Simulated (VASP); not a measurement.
The system is BAs.

```
B As
1.0
     0.00000    2.38850    2.38850
     2.38850    0.00000    2.38850
     2.38850    2.38850    0.00000
B As
1 1
Direct
  0.00000 0.00000 0.00000
  0.25000 0.25000 0.25000
```

| Item | Value |
| --- | --- |
| Program | VASP 6.6.1 |
| Task | relaxation of cell and atoms |
| Functional | PBE |
| Potentials or basis | VASP PAW PBE potentials, release 64 (B, As) |
| Cutoff | 520 eV |
| k mesh | 12 × 12 × 12 |
| Occupations | gaussian, width 0.02 eV |
| Spin | no spin polarisation |

At the start: pressure 3.4 GPa; volume 13.63 Å³/atom.

Q: How do energy, volume and symmetry change on relaxing?

A: Over 3 steps the energy falls by 3.6 meV/atom and the volume is 13.97 Å³/atom (+2.5 %); space group F-43m (No. 216, to 0.05 Å).

Step by step:
```tsv
step	energy change (eV)	largest force (eV/Å)	pressure (GPa)	volume (Å³)
1	0.0000	0.0000	3.43	27.25
2	-0.0037	0.0000	-2.19	28.42
3	-0.0071	0.0000	0.01	27.93
```

Final structure:
```
B As
1.0
     0.00000    2.40823    2.40823
     2.40823    0.00000    2.40823
     2.40823    2.40823    0.00000
B As
1 1
Direct
  0.00000 0.00000 0.00000
  0.25000 0.25000 0.25000
```
